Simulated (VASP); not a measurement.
Computed with PBE GGA, VASP's PBE PAW potentials (set 64) (plane waves; VASP).

The input files of a VASP run:

INCAR:
```
! general
SYSTEM =Ir
PREC   =Accurate
ENCUT  =480
LREAL  =F
LASPH  =T

! electronic loop
EDIFF  =1E-7
NELM   =100
ALGO   =Normal
LMAXMIX=6

! smearing
ISMEAR =1
SIGMA  =0.1

! functional
GGA    =PE

! ions
ISIF   =2

! output
LWAVE  =F
LCHARG =F
```

POSCAR:
```
Ir
2.7380780
  0.0000000000   0.7071066534   0.7071066534
  0.7071066534   0.0000000000   0.7071066534
  0.7071066534   0.7071066534   0.0000000000
Ir
1
Direct
  0.0000000000   0.0000000000   0.0000000000
```

**KPOINTS**
```
kpoints
0
gamma
 16 16 16
0 0 0
```

POTCAR, in this order: Ir (PBE.64 set). Program: vasp_std.

Output

**OSZICAR**
```
       N       E                     dE             d eps       ncg     rms          rms(c)
DAV:   1     0.397047821260E+02    0.39705E+02   -0.42579E+03  2400   0.947E+02
DAV:   2    -0.879073143276E+01   -0.48496E+02   -0.46321E+02  2336   0.199E+02
DAV:   3    -0.939988830608E+01   -0.60916E+00   -0.60604E+00  3400   0.299E+01
DAV:   4    -0.940302301283E+01   -0.31347E-02   -0.31333E-02  2944   0.158E+00
DAV:   5    -0.940304688002E+01   -0.23867E-04   -0.23866E-04  3480   0.887E-02    0.142E+01
DAV:   6    -0.892936156946E+01    0.47369E+00   -0.10308E+00  2696   0.141E+01    0.581E+00
DAV:   7    -0.884685987221E+01    0.82502E-01   -0.30201E-01  3000   0.712E+00    0.158E+00
DAV:   8    -0.884133676528E+01    0.55231E-02   -0.21670E-03  2584   0.729E-01    0.471E-01
DAV:   9    -0.884068437804E+01    0.65239E-03   -0.63247E-04  3136   0.413E-01    0.127E-02
DAV:  10    -0.884069120042E+01   -0.68224E-05   -0.39268E-06  3080   0.200E-02    0.374E-03
DAV:  11    -0.884069133759E+01   -0.13717E-06   -0.12192E-07  2840   0.425E-03    0.542E-04
DAV:  12    -0.884069124929E+01    0.88306E-07   -0.67780E-09  1432   0.105E-03
   1 F= -.88406912E+01 E0= -.88405901E+01  d E =-.303429E-03
```

File OUTCAR:
```
------------------------ aborting loop because EDIFF is reached ----------------------------------------
  FORCE on cell =-STRESS in cart. coord.  units (eV):
  Direction    XX          YY          ZZ          XY          YZ          ZX
  --------------------------------------------------------------------------------------
  Total        0.0228439      0.0228439      0.0228439      0.0000000      0.0000000     -0.0000000
  in kB        2.5214979      2.5214979      2.5214979      0.0000000      0.0000000     -0.0000000
  external PRESSURE =       2.5214979 kB  Pullay stress =       0.0000000 kB
  volume of cell :       14.52
      direct lattice vectors                 reciprocal lattice vectors
     0.000000000  1.936113171  1.936113171    -0.258249367  0.258249367  0.258249367
     1.936113171  0.000000000  1.936113171     0.258249367 -0.258249367  0.258249367
     1.936113171  1.936113171  0.000000000     0.258249367  0.258249367 -0.258249367
 POSITION                                       TOTAL-FORCE (eV/Angst)
 -----------------------------------------------------------------------------------
      0.00000      0.00000      0.00000         0.000000      0.000000      0.000000
 -----------------------------------------------------------------------------------
    total drift:                               -0.000000     -0.000000     -0.000000
  FREE ENERGIE OF THE ION-ELECTRON SYSTEM (eV)
  ---------------------------------------------------
  free  energy   TOTEN  =        -8.8406912493 eV

  energy  without entropy=       -8.8403878202  energy(sigma->0) =       -8.84059011
```
(Selected blocks of OUTCAR.)

The compound is Ir in the fcc structure. It was relaxed first.
